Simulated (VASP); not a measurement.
OSZICAR of a VASP run on Y (hcp):

OSZICAR:
```
       N       E                     dE             d eps       ncg     rms          rms(c)
DAV:   1     0.807277572322E+02    0.80728E+02   -0.10380E+04   248   0.117E+03
DAV:   2    -0.527977651578E+01   -0.86008E+02   -0.85107E+02   303   0.261E+02
DAV:   3    -0.130587655617E+02   -0.77790E+01   -0.76220E+01   451   0.447E+01
DAV:   4    -0.132635315992E+02   -0.20477E+00   -0.20391E+00   296   0.813E+00
DAV:   5    -0.132681395043E+02   -0.46079E-02   -0.46073E-02   356   0.984E-01    0.336E+01
DAV:   6    -0.128874499425E+02    0.38069E+00   -0.48503E-01   240   0.489E+00    0.210E+01
DAV:   7    -0.128082016726E+02    0.79248E-01   -0.98598E-01   287   0.643E+00    0.177E+00
DAV:   8    -0.127969375550E+02    0.11264E-01   -0.20397E-01   282   0.290E+00    0.142E+00
DAV:   9    -0.127956734436E+02    0.12641E-02   -0.39646E-03   355   0.455E-01    0.336E-01
DAV:  10    -0.127957920990E+02   -0.11866E-03   -0.25524E-03   240   0.521E-01    0.464E-01
DAV:  11    -0.127956613959E+02    0.13070E-03   -0.25642E-04   262   0.161E-01    0.788E-02
DAV:  12    -0.127956555296E+02    0.58663E-05   -0.33947E-05   261   0.575E-02    0.122E-02
DAV:  13    -0.127956566273E+02   -0.10977E-05   -0.32128E-06   213   0.175E-02    0.159E-03
DAV:  14    -0.127956567823E+02   -0.15501E-06   -0.19466E-07   141   0.439E-03
   1 F= -.12795657E+02 E0= -.12791304E+02  d E =-.130574E-01
```

Q: Which electronic solver shows in the log?

A: It is blocked Davidson (ALGO = Normal, or the opening steps of other solvers). The INCAR had ALGO = Normal.

Q: Can the final energy be trusted as converged?

A: The run converged. It stopped with EDIFF = 1E-6, NELM = 100 (PBE GGA, plane waves, VASP's PBE PAW potentials (set 64)).

The compound is Y in the hcp structure. The cell was not relaxed at this level. The k-mesh is coarse (spacing up to 0.54 per Å, 2π included), so the numbers may not be converged in it. The run is one of a series of settings (KPOINTS 4×4×2 Γ-centred mesh against the base run), some of them coarse on purpose.
